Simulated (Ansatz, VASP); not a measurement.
**AgS in VASP and in Ansatz**

```
Ag S
1.0
     0.00000    2.72671    2.72671
     2.72671    0.00000    2.72671
     2.72671    2.72671    0.00000
Ag S
1 1
Cartesian
  0.0000 0.0000 0.0000
  2.7267 2.7267 2.7267
```

Alike in both runs: task single point; functional PBE; k mesh 18 × 18 × 18; occupations gaussian, width 0.1 eV; no spin polarisation.

|  | VASP | Ansatz |
| --- | --- | --- |
| version | VASP 6.6.1 | Ansatz 0.2.0 |
| potentials or method | VASP PAW PBE potentials, release 64 (Ag, S) | scalar-relativistic, plane waves, PAW |
| plane-wave cutoff (eV) | 520 | 420 |
| valence electrons in the cell | 17 | 25 |

```tsv
	VASP	Ansatz	Ansatz less VASP
gap on the k mesh at the Fermi level (eV)	none	none	-
pressure (GPa)	-6.3	-6.2	+0.10
```

A gap of «none» marks a metal or a gap that the smearing closes. The two sets of potentials don't hold the same shells in valence.
